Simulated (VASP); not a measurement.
All values below come from PBE GGA with D4 dispersion, VASP's PBE PAW potentials (set 64) (plane waves; VASP).

The input files of a VASP run:

**POSCAR**
```
P
1
    1.6575858218    -5.0894483401     0.0000000000
    1.6575858218     5.0894483401    -0.0000000000
    0.0000000000     0.0000000000     4.1839708279
P
4
Direct
  0.1062508723   0.8937491277   0.9270105133
  0.3937491277   0.6062508723   0.4270105133
  0.6062508723   0.3937491277   0.5729894867
  0.8937491277   0.1062508723   0.0729894867
```

**INCAR**
```
ALGO  =  Normal
EDIFF  =  1E-6
EDIFFG  =  -0.02
ENCUT  =  520
GGA  =  PE
IBRION  =  2
ISIF  =  3
ISMEAR  =  1
IVDW  =  13
LASPH  =  .TRUE.
LCHARG  =  .FALSE.
LREAL  =  .FALSE.
LWAVE  =  .FALSE.
NELM  =  100
NSW  =  60
PREC  =  Accurate
SIGMA  =  0.1
SYSTEM  =  P
```

KPOINTS:
```
Automatic mesh
0
Gamma
9 9 7
0 0 0
```

POTCAR, in this order: P (PBE.64 set). Program: vasp_std.

Output

### OSZICAR
```
       N       E                     dE             d eps       ncg     rms          rms(c)
DAV:   1     0.630837348588E+02    0.63084E+02   -0.86295E+03  2800   0.123E+03
DAV:   2    -0.174129404532E+02   -0.80497E+02   -0.78243E+02  3610   0.180E+02
DAV:   3    -0.214631552907E+02   -0.40502E+01   -0.40197E+01  3852   0.417E+01
DAV:   4    -0.215171063302E+02   -0.53951E-01   -0.53909E-01  3440   0.559E+00
DAV:   5    -0.215182067725E+02   -0.11004E-02   -0.10994E-02  3862   0.718E-01    0.104E+01
DAV:   6    -0.214191064601E+02    0.99100E-01   -0.64622E-02  3448   0.160E+00    0.615E+00
DAV:   7    -0.213786021037E+02    0.40504E-01   -0.10500E-01  3598   0.209E+00    0.297E-01
DAV:   8    -0.213782989245E+02    0.30318E-03   -0.10582E-02  3376   0.728E-01    0.151E-01
DAV:   9    -0.213783507694E+02   -0.51845E-04   -0.50869E-04  3784   0.161E-01    0.728E-02
DAV:  10    -0.213783587571E+02   -0.79877E-05   -0.62135E-05  3436   0.503E-02    0.305E-02
DAV:  11    -0.213783661295E+02   -0.73724E-05   -0.11542E-05  3586   0.293E-02    0.944E-03
DAV:  12    -0.213783664982E+02   -0.36870E-06   -0.44513E-07  2108   0.518E-03
   1 F= -.23051310E+02 E0= -.23051126E+02  d E =-.230513E+02
```

**OUTCAR**
```
------------------------ aborting loop because EDIFF is reached ----------------------------------------
  Edisp (eV):   -1.67294
  FORCE on cell =-STRESS in cart. coord.  units (eV):
  Direction    XX          YY          ZZ          XY          YZ          ZX
  --------------------------------------------------------------------------------------
  Total       0.01268     0.04846    -0.00778     0.00000     0.00000     0.00000
  in kB       0.28777     1.09975    -0.17658     0.00000     0.00000     0.00000
  external pressure =        0.40 kB  Pullay stress =        0.00 kB
  volume of cell :       70.59
      direct lattice vectors                 reciprocal lattice vectors
     1.657585822 -5.089448340  0.000000000     0.301643507 -0.098242475  0.000000000
     1.657585822  5.089448340  0.000000000     0.301643507  0.098242475  0.000000000
     0.000000000  0.000000000  4.183970828     0.000000000  0.000000000  0.239007403
 POSITION                                       TOTAL-FORCE (eV/Angst)
 -----------------------------------------------------------------------------------
      1.65759      4.00793      3.87858         0.000000      0.008315     -0.000370
      1.65759      1.08152      1.78660         0.000000     -0.008315     -0.000370
      1.65759     -1.08152      2.39737         0.000000      0.008315      0.000370
      1.65759     -4.00793      0.30539         0.000000     -0.008315      0.000370
 -----------------------------------------------------------------------------------
    total drift:                                0.000000     -0.000000      0.000000
  FREE ENERGIE OF THE ION-ELECTRON SYSTEM (eV)
  ---------------------------------------------------
  free  energy   TOTEN  =       -23.0513102275 eV

  energy  without entropy=      -23.0507575663  energy(sigma->0) =      -23.05112601

 reached required accuracy - stopping structural energy minimisation
```
(Selected blocks of OUTCAR.)

OUTCAR:
```
 val. band max:        7.4123999026   @ k =   0.4444   0.2222   0.0000

 cond. band min:       7.4301891885   @ k =  -0.3333   0.3333   0.0000


 Fermi energy:         7.4233916420

 k-point     1 :       0.0000    0.0000    0.0000
  band No.  band energies     occupation
      1      -8.6219      2.00000
      2      -5.2848      2.00000
      3      -1.7928      2.00000
      4       0.0975      2.00000
      5       2.2997      2.00000
      6       3.1220      2.00000
      7       3.3302      2.00000
      8       4.5225      2.00000
      9       4.7425      2.00000
     10       5.9957      2.00000
     11       8.3839     -0.00000
     12       8.6457     -0.00000
     13       9.3005     -0.00000
     14      10.8285      0.00000

 k-point     2 :       0.1111   -0.0000    0.0000
  band No.  band energies     occupation
      1      -8.4649      2.00000
      2      -5.1609      2.00000
      3      -1.9261      2.00000
      4       0.2610      2.00000
      5       2.4159      2.00000
      6       2.4445      2.00000
      7       2.7126      2.00000
      8       4.5472      2.00000
      9       4.5839      2.00000
     10       6.1855      2.00000
     11       8.5520     -0.00000
     12       9.6542      0.00000
     13      10.0983      0.00000
     14      10.3718      0.00000

 k-point     3 :       0.2222   -0.0000    0.0000
  band No.  band energies     occupation
      1      -7.9978      2.00000
      2      -4.7866      2.00000
      3      -2.5001      2.00000
      4       0.7363      2.00000
      5       0.8942      2.00000
      6       1.9549      2.00000
      7       2.8542      2.00000
      8       4.4810      2.00000
      9       4.7387      2.00000
     10       6.2834      2.00000
     11       8.5709     -0.00000
     12       9.2367     -0.00000
     13      10.1631      0.00000
     14      10.6745      0.00000

 k-point     4 :       0.3333    0.0000    0.0000
  band No.  band energies     occupation
...
```

The compound is P in the black structure. It was relaxed first, which changed the volume by -7 %. The start is the result of an earlier pass.
